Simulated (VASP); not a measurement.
Given:

```xyz
4
Lattice="4.0763 0.0000 0.0000 0.0000 4.0763 0.0000 0.0000 0.0000 4.0763" Properties=species:S:1:pos:R:3 pbc="T T T"
Sc     0.0000     0.0000     0.0000
Al     0.0000     2.0382     2.0382
Al     2.0382     0.0000     2.0382
Al     2.0382     2.0382     0.0000
```

All values below come from revTPSS meta-GGA, VASP's PBE PAW potentials (set 64) (plane waves; VASP). Settings: 520 eV cut-off, 9×9×9 Γ-centred mesh, tetrahedra with Blöchl corrections, potentials Sc_sv Al.

Question: Give the energies of bands 5 to 13 at the high-symmetry points, in eV from the Fermi level.

Answer: 
```tsv
band	Γ	X	M	R
5	-10.09	-8.20	-6.79	-4.80
6	-2.62	-7.37	-5.65	-4.80
7	-2.62	-1.71	-5.65	-4.80
8	-1.81	-1.71	-4.40	-4.52
9	-1.81	-1.50	-0.51	-2.98
10	-1.81	1.02	-0.51	-2.98
11	1.20	1.02	1.21	-2.98
12	1.37	1.02	1.43	0.97
13	1.37	1.31	2.20	2.78
```

It has no gap at this level: it comes out as a metal or semimetal.

The compound is Al3Sc in the L1_2 structure. It was relaxed first.
